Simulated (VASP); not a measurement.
An input for Ansatz (written as the equivalent of a VASP run, and not itself run):

Ansatz 0.2 input:
```yaml
crystal:
  lattice:
    - [3.0096847, 0.0000000, 0.0000000]
    - [0.0000000, 3.0096847, 0.0000000]
    - [0.0000000, 0.0000000, 3.0096847]
  atoms:
    - { symbol: Al, position: [0.0000000, 0.0000000, 0.0000000] }
    - { symbol: P, position: [0.5000000, 0.5000000, 0.5000000] }
kpoints:
  mp_grid: { grid: [12, 12, 12] }
hamiltonian:
  xc: pbesol
  pseudopotentials: { kind: paw }
scf:
  occupations: { method: methfessel_paxton, width: 0.1 }
  max_iter: 100
relax:
  max_steps: 40
  f_tol: 0.02
  cell: { p_target: 20 }
output: { forces: true, stress: true, eigenvalues: true }
```

Task: Write the VASP files for the same calculation (PBEsol).

Result: One answer among several that fit: 
### POSCAR
```
AlP
1
    3.0096846701     0.0000000000     0.0000000000
    0.0000000000     3.0096846701     0.0000000000
    0.0000000000     0.0000000000     3.0096846701
Al P
1 1
Direct
  0.0000000000   0.0000000000   0.0000000000
  0.5000000000   0.5000000000   0.5000000000
```

**INCAR**
```
! general
SYSTEM   =  AlP
PREC     =  Accurate
ENCUT    =  500
LREAL    =  F
LASPH    =  T

! electronic loop
EDIFF    =  1E-6
NELM     =  100
ALGO     =  Normal

! smearing
ISMEAR   =  1
SIGMA    =  0.1

! functional
GGA      =  PS

! ions
IBRION   =  2
NSW      =  40
ISIF     =  3
EDIFFG   =  -0.02
PSTRESS  =  200

! output
LWAVE    =  F
LCHARG   =  F
```

File KPOINTS:
```
Automatic mesh
0
Gamma
12 12 12
0 0 0
```

POTCAR, in this order: Al P (PBE.64 set). Program: vasp_std.

The two are equivalent in intent, not identical: each code has its own PAW files, so the cut-off isn't converted (ENCUT is set for VASP's; basis.ecutwfc is left out, and Ansatz then takes the one that its files recommend); Ansatz stops its SCF on the density residual and VASP on the energy change (EDIFF).

The structure was generated: AlP was put into the CsCl type type (Pm-3m), which need not be its known phase. This run relaxes it under an external pressure of 20 GPa. Symmetry was kept, so distortions that lower it aren't found.
